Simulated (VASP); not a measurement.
OSZICAR of a VASP run on AlN (zinc blende):

File OSZICAR:
```
       N       E                     dE             d eps       ncg     rms          rms(c)
DAV:   1     0.783692178024E+01    0.78369E+01   -0.39945E+03   600   0.822E+02
DAV:   2    -0.159256649823E+02   -0.23763E+02   -0.23247E+02   736   0.137E+02
DAV:   3    -0.163788258086E+02   -0.45316E+00   -0.45316E+00   648   0.236E+01
DAV:   4    -0.163804489894E+02   -0.16232E-02   -0.16232E-02   872   0.136E+00
DAV:   5    -0.163804516840E+02   -0.26946E-05   -0.26946E-05   632   0.381E-02    0.857E+00
DAV:   6    -0.141250305703E+02    0.22554E+01   -0.13158E+01   600   0.232E+01    0.307E+00
DAV:   7    -0.141294051799E+02   -0.43746E-02   -0.10421E-01   576   0.339E+00    0.209E+00
DAV:   8    -0.141336372425E+02   -0.42321E-02   -0.25244E-02   592   0.211E+00    0.447E-01
DAV:   9    -0.141332519235E+02    0.38532E-03   -0.10346E-03   816   0.254E-01    0.230E-01
DAV:  10    -0.141334590083E+02   -0.20708E-03   -0.67060E-04   592   0.217E-01    0.528E-02
DAV:  11    -0.141334523078E+02    0.67005E-05   -0.35482E-05   704   0.425E-02    0.242E-02
DAV:  12    -0.141334526319E+02   -0.32411E-06   -0.48854E-06   584   0.205E-02
   1 F= -.14133453E+02 E0= -.14133453E+02  d E =-.141335E+02
```

### Question
Which electronic solver shows in the log?

### Answer
It is blocked Davidson (ALGO = Normal, or the opening steps of other solvers). The INCAR had ALGO = Normal.

### Question
Can the final energy be trusted as converged?

### Answer
The run converged. It stopped with EDIFF = 1E-6, NELM = 100, NSW = 60 and EDIFFG = -0.01 after 1 ionic step (RPBE GGA, plane waves, VASP's PBE PAW potentials (set 64)).

The compound is AlN in the zinc blende structure, a metastable form; wurtzite is the usual one. It was relaxed first. The start is the result of an earlier pass.
